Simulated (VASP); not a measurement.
```yaml
crystal:
  lattice:
    - [-2.12050, 2.12050, 4.85950]
    - [2.12050, -2.12050, 4.85950]
    - [2.12050, 2.12050, -4.85950]
  atoms:
    - { symbol: P, position: [0.38600, 0.38600, 0.00000] }
    - { symbol: P, position: [0.61400, 0.61400, 0.00000] }
    - { symbol: Pd, position: [0.75000, 0.25000, 0.50000] }
    - { symbol: Pd, position: [0.25000, 0.75000, 0.50000] }
    - { symbol: Sr, position: [0.00000, 0.00000, 0.00000] }
```

Calculation: LDA (Ceperley-Alder, Perdew-Zunger), VASP's LDA PAW potentials (set 64) (plane waves; VASP 6.6.1). Run with 300 eV cut-off, 7×7×7 Γ-centred mesh, Gaussian smearing of 0.14 eV, potentials P Pd Sr_sv.

Problem. Give the energies of bands 10 to 23 at the high-symmetry points, in eV from the Fermi level.

Solution. 
| band | Γ | X | P | N | M | S | R |
|---|---|---|---|---|---|---|---|
| 10 | -4.52 | -4.45 | -4.17 | -4.39 | -4.48 | -4.60 | -4.53 |
| 11 | -3.45 | -3.84 | -4.17 | -4.14 | -4.13 | -4.43 | -3.88 |
| 12 | -3.45 | -3.70 | -3.59 | -3.86 | -4.13 | -3.72 | -3.64 |
| 13 | -3.41 | -3.56 | -3.47 | -3.39 | -4.04 | -3.63 | -3.61 |
| 14 | -2.85 | -3.35 | -3.47 | -3.24 | -3.26 | -3.37 | -3.40 |
| 15 | -2.64 | -3.00 | -2.92 | -3.19 | -2.15 | -3.04 | -3.16 |
| 16 | -2.15 | -2.60 | -2.58 | -3.17 | -1.58 | -2.99 | -2.80 |
| 17 | -1.45 | -2.56 | -2.58 | -2.92 | -1.58 | -2.87 | -2.61 |
| 18 | -1.45 | -2.17 | -1.89 | -1.88 | -1.18 | -0.91 | -1.91 |
| 19 | -1.18 | -1.30 | -1.89 | -0.94 | -0.79 | -0.81 | -0.97 |
| 20 | 0.00 | -0.99 | -0.68 | 0.51 | 1.43 | -0.32 | -0.82 |
| 21 | 0.00 | -0.60 | -0.68 | 1.51 | 1.61 | 1.73 | -0.54 |
| 22 | 0.47 | 1.81 | 1.47 | 1.56 | 2.52 | 2.80 | 1.96 |
| 23 | 2.51 | 4.12 | 4.66 | 3.08 | 2.52 | 2.92 | 4.09 |

It has no gap at this level: it comes out as a metal or semimetal.

The structure comes from a measured Pd2SrP2 entry of the Crystallography Open Database, whose conditions weren't checked. The cell was not relaxed at this level.
